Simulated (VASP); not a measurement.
An input for Quantum ESPRESSO's pw.x (written as the equivalent of a VASP run, and not itself run):

```
&CONTROL
  calculation = 'scf'
  pseudo_dir = './pseudo'
  outdir = './out'
  tprnfor = .true.
  tstress = .true.
/
&SYSTEM
  ibrav = 0
  nat = 3
  ntyp = 2
  ecutwfc = 84
  occupations = 'smearing'
  smearing = 'gaussian'
  degauss = 0.003675
  input_dft = 'pbe'
/
&ELECTRONS
  conv_thr = 7.3e-09
  electron_maxstep = 100
/
ATOMIC_SPECIES
  Zr 91.224 Zr.upf
  O 15.999 O.upf
CELL_PARAMETERS angstrom
     0.0000000    2.5069560    2.5069560
     2.5069560    0.0000000    2.5069560
     2.5069560    2.5069560    0.0000000
ATOMIC_POSITIONS crystal
  Zr   0.0000000  0.0000000  0.0000000
  O    0.2500000  0.2500000  0.2500000
  O    0.7500000  0.7500000  0.7500000
K_POINTS automatic
  8 8 8 0 0 0
```

Problem. Write the VASP files for the same calculation (PBE).

Solution. This is not unique; one that fits is 
**INCAR**
```
# general
SYSTEM  = ZrO2
PREC    = Accurate
ENCUT   = 520
LREAL   = F
LASPH   = T

# electronic loop
EDIFF   = 1E-7
NELM    = 100
ALGO    = Normal   # blocked Davidson
LMAXMIX = 4   # l cut-off of mixed one-centre charges

# smearing
ISMEAR  = 0   # Gaussian
SIGMA   = 0.05

# functional
GGA     = PE   # PBE

# ions
ISIF    = 2

# output
LWAVE   = F
LCHARG  = F
```

### KPOINTS
```
K-points
0
Gamma
8 8 8
```

File POSCAR:
```
ZrO2
2.5069560
  0.0000000000   0.9999999840   0.9999999840
  0.9999999840   0.0000000000   0.9999999840
  0.9999999840   0.9999999840   0.0000000000
Zr O
1 2
Cart
  0.0000000000   0.0000000000   0.0000000000
  0.4999999920   0.4999999920   0.4999999920
  1.4999999759   1.4999999759   1.4999999759
```

POTCAR, in this order: Zr_sv O (PBE.64 set). Program: vasp_std.

What does not carry over: the potentials are each code's own (VASP's PAW set, PseudoDojo norm-conserving files in pw.x), so ENCUT and ecutwfc are chosen apart and not converted; conv_thr bounds pw.x's estimated SCF error, while EDIFF bounds the energy change between steps.

The compound is ZrO2 in the fluorite structure, the high-temperature cubic form, which is unstable at 0 K; the monoclinic form is the stable one. This cell is one point of a volume scan, at 0.94 of the reference volume.
